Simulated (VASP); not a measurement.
Crystal: Co.

```xyz
2
Lattice="2.5074 0.0000 0.0000 -1.2537 2.1715 0.0000 0.0000 0.0000 4.0699" Properties=species:S:1:pos:R:3 pbc="T T T"
Co    0.0000    1.4476    1.0175
Co    1.2537    0.7238    3.0524
```

| Item | Value |
| --- | --- |
| Program | VASP 6.6.1 |
| Task | relaxation of cell and atoms |
| Functional | PBE |
| Potentials or basis | VASP PAW PBE potentials, release 64 (Co) |
| Cutoff | 520 eV |
| k mesh | 20 × 20 × 11 |
| Occupations | gaussian, width 0.1 eV |
| Spin | collinear spin, ferromagnetic start |
| Starting moments | [2.0, 2.0] μB |

At the start: pressure -4.9 GPa; volume 11.08 Å³/atom.

Task: Where does the relaxation end?

Result: Over 7 steps the energy falls by 4.2 meV/atom and the volume is 10.81 Å³/atom (-2.4 %); space group P6_3/mmc (No. 194, to 0.05 Å); moment 3.20 μB per cell.

Step by step:
```csv
step,energy change (eV),largest force (eV/Å),pressure (GPa),volume (Å³)
1,0.0000,0.0000,-4.89,22.16
2,0.0012,0.0000,5.82,21.09
3,-0.0083,0.0000,0.03,21.64
4,-0.0083,0.0000,0.13,21.62
5,-0.0084,0.0000,0.10,21.63
6,-0.0084,0.0000,0.11,21.63
7,-0.0084,0.0000,0.05,21.63
```

Final structure:
```yaml
crystal:
  lattice:
    - [2.49088, 0.00000, 0.00000]
    - [-1.24544, 2.15717, 0.00000]
    - [0.00000, 0.00000, 4.02481]
  atoms:
    - { symbol: Co, position: [0.33333, 0.66667, 0.25000] }
    - { symbol: Co, position: [0.66667, 0.33333, 0.75000] }
```
